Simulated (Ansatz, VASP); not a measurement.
ZnCd in VASP and in Ansatz

```
Zn Cd
1.0
     3.29651    0.00000    0.00000
     0.00000    3.29651    0.00000
     0.00000    0.00000    3.29651
Zn Cd
1 1
Direct
  0.50000 0.50000 0.50000
  0.00000 0.00000 0.00000
```

Alike in both runs: functional PBEsol; k mesh 12 × 12 × 12; occupations gaussian, width 0.1 eV; no spin polarisation.

Ansatz relaxed the structure, and its values are those at the end. VASP's run is a single point on that final structure, the one shown.

|  | VASP | Ansatz |
| --- | --- | --- |
| version | VASP 6.6.1 | Ansatz 0.2.0 |
| potentials or method | VASP PAW PBE potentials, release 64 (Zn, Cd) | scalar-relativistic, plane waves, PAW |
| plane-wave cutoff (eV) | 520 | 420 |
| valence electrons in the cell | 24 | 32 |

|  | VASP | Ansatz | Ansatz less VASP |
| --- | --- | --- | --- |
| gap on the k mesh at the Fermi level (eV) | none | none | - |
| pressure (GPa) | 0.4 | 0.0 | -0.38 |

A gap of «none» marks a metal or a gap that the smearing closes. The two sets of potentials don't hold the same shells in valence.

Caveats: the PAW data sets were made with another functional, which shifts forces and pressure a little (VASP).
